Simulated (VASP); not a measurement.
A run of VASP 6.6.1 is set up as follows.

The input INCAR:

```
  PREC = Accurate
  ENCUT = 600
  EDIFF = 1E-6
  ISMEAR = 0
  SIGMA = 0.1
  LREAL = False
  LASPH = True
  NELM = 100
  ALGO = Normal
  ISIF = 3
  LWAVE = False
  LCHARG = False
  GGA = PE
  IBRION = 2
  NSW = 100
  EDIFFG = -0.01
```

The input KPOINTS:

```
regular mesh
0
Gamma
  8 8 8
```

POSCAR

```
BaAlH6
1.0
    0.0000000000      3.8680435032      3.8680435032
    3.8680435032      0.0000000000      3.8680435032
    3.8680435032      3.8680435032      0.0000000000
Ba Al H
1 1 6
Direct
    0.5000000000      0.5000000000      0.5000000000
    0.2500000000      0.2500000000      0.2500000000
    0.0257534105      0.4742465895      0.4742465895
    0.4742465895      0.0257534105      0.0257534105
    0.4742465895      0.4742465895      0.0257534105
    0.0257534105      0.0257534105      0.4742465895
    0.0257534105      0.4742465895      0.0257534105
    0.4742465895      0.0257534105      0.4742465895
```

Potentials or basis: VASP PAW PBE potentials, release 64 (Ba_sv, Al, H).

The run is started by

```sh
$ cat potpaw_PBE.64/Ba_sv/POTCAR potpaw_PBE.64/Al/POTCAR potpaw_PBE.64/H/POTCAR > POTCAR
$ mpirun -np 1 vasp_std > vasp.out
```

(1) Predict the space group after relaxing (to 0.05 Å).

(2) What does it give for the band gap on the k mesh?

(3) What does it give for the relaxed cell?

## Answers

(1) F-43m (No. 216).

(2) none (metal or under the smearing width).

(3) a = 5.511 Å, b = 5.511 Å, c = 5.511 Å, α = 60.00°, β = 60.00°, γ = 60.00°.
